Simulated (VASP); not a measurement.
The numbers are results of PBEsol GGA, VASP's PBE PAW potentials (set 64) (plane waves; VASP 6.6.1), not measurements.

VASP ran on this input.

**KPOINTS**
```
K-points
0
gamma
12 12 12
0 0 0
```

File POSCAR:
```
WSi2
1
   -1.6025585710     1.6025585710     3.9077051377
    1.6025585710    -1.6025585710     3.9077051377
    1.6025585710     1.6025585710    -3.9077051377
Si W
2 1
Direct
  0.6651232944   0.6651232944   0.0000000000
  0.3348767056   0.3348767056   0.0000000000
  0.0000000000   0.0000000000   0.0000000000
```

INCAR:
```
# general
SYSTEM  = WSi2
PREC    = Accurate
ENCUT   = 400
LREAL   = F
LASPH   = T

# electronic loop
EDIFF   = 1E-6
NELM    = 100
ALGO    = Normal
LMAXMIX = 6

# smearing
ISMEAR  = 1
SIGMA   = 0.1

# functional
GGA     = PS

# ions
IBRION  = 2
NSW     = 60
ISIF    = 3
EDIFFG  = -0.02

# output
LWAVE   = F
LCHARG  = F
```

POTCAR, in this order: Si W_sv (PBE.64 set). Program: vasp_std.

The run wrote:

**OUTCAR**
```
 ion  position               nearest neighbor table
   1  0.665  0.665  0.000-   2 2.58   3 2.61   3 2.61   3 2.61   3 2.61   3 2.62   2 2.63   2 2.63
                             2 2.63   2 2.63
   2  0.335  0.335  0.000-   1 2.58   3 2.61   3 2.61   3 2.61   3 2.61   3 2.62   1 2.63   1 2.63
                             1 2.63   1 2.63
   3  0.000  0.000  0.000-   1 2.61   1 2.61   1 2.61   2 2.61   2 2.61   2 2.61   1 2.61   2 2.61
                             1 2.62   2 2.62
  LATTYP: Found a body centered tetragonal cell.
 ALAT       =     3.2051171420
 C/A-ratio  =     2.4384164226
 Subroutine PRICEL returns:
 Original cell was already a primitive cell.
 Subroutine GETGRP returns: Found 16 space group operations
The static configuration has the point symmetry D_4h.
The dynamic configuration has the point symmetry D_4h.
 Subroutine INISYM returns: Found 16 space group operations
 Subroutine IBZKPT returns following result:
 Found    163 irreducible k-points:

 Following reciprocal coordinates:
            Coordinates               Weight
  0.000000  0.000000  0.000000      1.000000
  0.083333  0.000000 -0.000000      8.000000
  0.166667  0.000000 -0.000000      8.000000
  0.250000  0.000000  0.000000      8.000000
  0.333333  0.000000 -0.000000      8.000000
  0.416667  0.000000 -0.000000      8.000000
  0.500000  0.000000  0.000000      4.000000
  0.083333  0.083333 -0.000000      8.000000
  0.166667  0.083333 -0.000000     16.000000
  0.250000  0.083333 -0.000000     16.000000
  0.333333  0.083333 -0.000000     16.000000
  0.416667  0.083333 -0.000000     16.000000
  0.500000  0.083333 -0.000000     16.000000
 -0.416667  0.083333  0.000000     16.000000
 -0.333333  0.083333  0.000000     16.000000
 -0.250000  0.083333  0.000000     16.000000
 -0.166667  0.083333  0.000000     16.000000
 -0.083333  0.083333  0.000000      4.000000
  0.166667  0.166667 -0.000000      8.000000
...
```

File OSZICAR:
```
       N       E                     dE             d eps       ncg     rms          rms(c)
DAV:   1     0.106962447123E+03    0.10696E+03   -0.96228E+03  4898   0.123E+03
DAV:   2    -0.240659959569E+02   -0.13103E+03   -0.12930E+03  5660   0.319E+02
DAV:   3    -0.274916226228E+02   -0.34256E+01   -0.33478E+01  6528   0.467E+01
DAV:   4    -0.275152585337E+02   -0.23636E-01   -0.23623E-01  5583   0.446E+00
DAV:   5    -0.275155426235E+02   -0.28409E-03   -0.28408E-03  6633   0.485E-01    0.264E+01
DAV:   6    -0.267601425575E+02    0.75540E+00   -0.41134E+00  5870   0.153E+01    0.933E+00
DAV:   7    -0.266641865171E+02    0.95956E-01   -0.26251E-01  5506   0.306E+00    0.453E+00
DAV:   8    -0.266399184231E+02    0.24268E-01   -0.45725E-02  6290   0.182E+00    0.295E-01
DAV:   9    -0.266393607821E+02    0.55764E-03   -0.10979E-03  5821   0.281E-01    0.169E-01
DAV:  10    -0.266392314556E+02    0.12933E-03   -0.29383E-04  6080   0.174E-01    0.376E-02
DAV:  11    -0.266392261057E+02    0.53499E-05   -0.33677E-05  6262   0.477E-02    0.154E-02
DAV:  12    -0.266392260838E+02    0.21889E-07   -0.14966E-06  4001   0.848E-03
   1 F= -.26639226E+02 E0= -.26639250E+02  d E =-.266392E+02
       N       E                     dE             d eps       ncg     rms          rms(c)
DAV:   1    -0.266398418947E+02   -0.61579E-03   -0.17352E-02  5317   0.125E+00    0.116E-01
DAV:   2    -0.266396185234E+02    0.22337E-03   -0.66842E-04  6438   0.213E-01    0.584E-02
DAV:   3    -0.266395395482E+02    0.78975E-04   -0.17120E-04  6094   0.103E-01    0.182E-02
DAV:   4    -0.266395377515E+02    0.17967E-05   -0.93050E-06  5569   0.256E-02    0.575E-03
DAV:   5    -0.266395375962E+02    0.15536E-06   -0.41757E-07  2914   0.496E-03
   2 F= -.26639538E+02 E0= -.26639579E+02  d E =-.311512E-03
       N       E                     dE             d eps       ncg     rms          rms(c)
DAV:   1    -0.266395507684E+02   -0.13017E-04   -0.30823E-04  5296   0.167E-01    0.156E-02
DAV:   2    -0.266395469147E+02    0.38538E-05   -0.11762E-05  6473   0.283E-02    0.782E-03
DAV:   3    -0.266395455336E+02    0.13811E-05   -0.29523E-06  4256   0.136E-02    0.245E-03
DAV:   4    -0.266395455231E+02    0.10493E-07   -0.28161E-07  2578   0.511E-03
   3 F= -.26639546E+02 E0= -.26639584E+02  d E =-.319439E-03
```

OUTCAR:
```
------------------------ aborting loop because EDIFF is reached ----------------------------------------
  FORCE on cell =-STRESS in cart. coord.  units (eV):
  Direction    XX          YY          ZZ          XY          YZ          ZX
  --------------------------------------------------------------------------------------
  Total       -0.0012807     -0.0012807     -0.0572435      0.0000000      0.0000000      0.0000000
  in kB       -0.0511128     -0.0511128     -2.2845297      0.0000000      0.0000000      0.0000000
  external PRESSURE =      -0.7955851 kB  Pullay stress =       0.0000000 kB
  volume of cell :       40.15
      direct lattice vectors                 reciprocal lattice vectors
    -1.601757983  1.601757983  3.911883448     0.000000000  0.312157021  0.127815669
     1.601757983 -1.601757983  3.911883448     0.312157021  0.000000000  0.127815669
     1.601757983  1.601757983 -3.911883448     0.312157021  0.312157021  0.000000000
 POSITION                                       TOTAL-FORCE (eV/Angst)
 -----------------------------------------------------------------------------------
      0.00000      0.00000      5.20709        -0.000000     -0.000000      0.008660
      0.00000      0.00000      2.61668         0.000000      0.000000     -0.008660
      0.00000      0.00000      0.00000         0.000000      0.000000      0.000000
 -----------------------------------------------------------------------------------
    total drift:                                0.000000     -0.000000      0.000000
  FREE ENERGIE OF THE ION-ELECTRON SYSTEM (eV)
  ---------------------------------------------------
  free  energy   TOTEN  =       -26.6395455231 eV

  energy  without entropy=      -26.6396618186  energy(sigma->0) =      -26.63958429

 reached required accuracy - stopping structural energy minimisation
```
(Selected blocks of OUTCAR.)

### CONTCAR
```
WSi2
   1.00000000000000
    -1.6017579827213884    1.6017579827213884    3.9118834475287301
     1.6017579827213884   -1.6017579827213884    3.9118834475287301
     1.6017579827213884    1.6017579827213884   -3.9118834475287301
  Si              W
     2     1
Direct
     0.6655472604454276    0.6655472604454276    0.0000000000000000
     0.3344527395545724    0.3344527395545724    0.0000000000000000
     0.0000000000000000    0.0000000000000000    0.0000000000000000
```

The compound is WSi2 in the MoSi2 type structure. This run relaxes it. Symmetry was kept, so distortions that lower it aren't found. The start is the result of an earlier pass.
